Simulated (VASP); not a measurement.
Given:

```
CaSrI4
1.0
    7.28074     0.00000     0.00000
    0.00000     4.66211     0.00000
   -0.03196     0.00000     8.10929
Sr Ca I
1 1 4
Cartesian
  0.00968   0.01438  -0.01371
 -0.00687   2.33148   4.04003
  1.72283  -0.00629   2.81541
  5.51978   0.01419   5.29335
  1.79095   2.33320   6.68599
  5.44521   2.30620   1.45214
```

Method: PBEsol GGA, VASP's PBE PAW potentials (set 64) (plane waves; VASP). Numerical set-up: 300 eV cut-off, 2×3×2 Γ-centred mesh, Gaussian smearing of 0.010 eV, potentials Sr_sv Ca_sv I.

At this cut-off the stress carries a Pulay error, which pulls relaxed volumes low. Energy and stress use the plane-wave basis of the starting cell.

### Question
The ions, cell shape and volume are relaxed. Which structure does the run end with?

### Answer

```
CaSrI4
1.0
    7.03538    -0.00203     0.00491
   -0.00128     4.60085     0.00082
   -0.02559     0.00143     7.93886
Sr Ca I
1 1 4
Direct
  0.99982   0.99998   0.99999
  0.00013   0.49993   0.50000
  0.24745   0.00060   0.34634
  0.75281   0.99931   0.65345
  0.25499   0.49983   0.82150
  0.74481   0.50035   0.17873
```
Space group P2/m (10), at a tolerance of 0.03 Å.

### Question
How do energy and volume change from the first to the last step?

### Answer
The energy (σ→0) changes by -7.0 meV/atom and the volume by -6.6 %, in 16 ionic steps.

The structure comes from a computed database's SrCaI4 entry; how it stands against other phases isn't given here. In the starting cell atoms are displaced from their ideal sites. This run relaxes it. The k-mesh is coarse (spacing up to 0.46 per Å, 2π included), so the numbers may not be converged in it. The run is one of a series of settings (EDIFFG = -0.01, IBRION = 2, ISIF = 3, NSW = 50 against the base run), some of them coarse on purpose.
